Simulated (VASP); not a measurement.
The system is Ca.

```
Ca
1.0
     0.00000    2.80050    2.80050
     2.80050    0.00000    2.80050
     2.80050    2.80050    0.00000
Ca
1
Direct
  0.00000 0.00000 0.00000
```

```yaml
Program: VASP 6.6.1
Task: relaxation of cell and atoms
Functional: PBEsol
Potentials_or_basis: VASP PAW PBE potentials, release 64 (Ca_sv)
Cutoff: 600 eV
k_mesh: 14 × 14 × 14
Occupations: gaussian, width 0.1 eV
Spin: no spin polarisation
```

At the start: pressure -1.2 GPa; volume 43.93 Å³/atom.

How do energy, volume and symmetry change on relaxing?

Over 4 steps the energy falls by 13.2 meV/atom and the volume is 40.65 Å³/atom (-7.5 %); space group Fm-3m (No. 225, to 0.05 Å).

Step by step:
```csv
step,energy change (eV),largest force (eV/Å),pressure (GPa),volume (Å³)
1,0.0000,0.0000,-1.23,43.93
2,-0.0114,0.0000,-0.49,41.83
3,-0.0132,0.0000,-0.03,40.72
4,-0.0132,0.0000,0.00,40.65
```

Final structure:
```
CELL_PARAMETERS angstrom
0.00000 2.72903 2.72903
2.72903 0.00000 2.72903
2.72903 2.72903 0.00000
ATOMIC_POSITIONS crystal
Ca 0.00000 0.00000 0.00000
```

Caveat: the PAW data sets were made with another functional, which shifts forces and pressure a little.
